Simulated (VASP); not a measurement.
Write the native input for VASP 6.6.1 that does the following.

```yaml
Task: single point
Functional: PBE
Potentials_or_basis: VASP PAW PBE potentials, release 64 (Ca_sv, Br, C, O)
Cutoff: 520 eV
k_mesh: 3 × 3 × 3
Occupations: fermi-dirac, width 0.1 eV
Spin: no spin polarisation
Dipole_correction: no
Further_INCAR_settings: ALGO = Fast; EDIFF = 1e-06; NBANDS = 42
```

The structure of CaC2BrO6 lies in POSCAR:

```
CaC2BrO6
1.0
    4.9021880000      0.5292760000      0.2086120000
    0.3488770000      5.1880260000      0.2083590000
   -0.4979400000      0.2449980000      5.3810500000
Ca Br C O
1 1 2 6
Direct
    0.4447920858      0.6387246238      0.6441614572
    0.2460942192      0.3110089743      0.1152849860
    0.7370236213      0.4707582797      0.1829439057
    0.9793288220      0.7012078315      1.0411239987
    0.2171265033      0.8222233434      0.0631436564
    1.0210003341      0.3754244732      0.7170634004
    0.5776451100      0.1009647678      0.5380511945
    0.9520728209      0.6377122054      0.3188156786
    0.0889809919      0.1518349550      0.5339464078
    0.6481812691      0.9651239033      0.2983832817
```

The cell was built by a generator and needn't be a form met in nature.

One way to write it, as run:

INCAR

```
  ALGO = Fast
  EDIFF = 1E-6
  ENCUT = 520
  GGA = PE
  ISIF = 2
  ISMEAR = -1
  LASPH = True
  LCHARG = False
  LREAL = False
  LWAVE = False
  NBANDS = 42
  NELM = 100
  PREC = Accurate
  SIGMA = 0.1
```

KPOINTS

```
k-points
0
Gamma
  3 3 3
```

Potentials or basis: VASP PAW PBE potentials, release 64 (Ca_sv, Br, C, O).

Run with:

```sh
$ cat potpaw_PBE.64/Ca_sv/POTCAR potpaw_PBE.64/Br/POTCAR potpaw_PBE.64/C/POTCAR potpaw_PBE.64/O/POTCAR > POTCAR
$ mpirun -np 1 vasp_std > vasp.out
```

It gave:

```json
{"Pressure": "-7.6 GPa", "Largest force": "6.043 eV/Å", "Band gap on the k mesh": "none (metal or under the smearing width)"}
```

Caveat: the k mesh is coarse (spacing up to 0.43 Å⁻¹), so the values aren't converged; an odd number of electrons without spin polarisation forces a metal; a magnetic or distorted state may lie lower.

It took 85 s on 1 thread of Intel(R) Xeon(R) 6975P-C (Granite Rapids), on a shared host, peak memory 0.28 GiB.
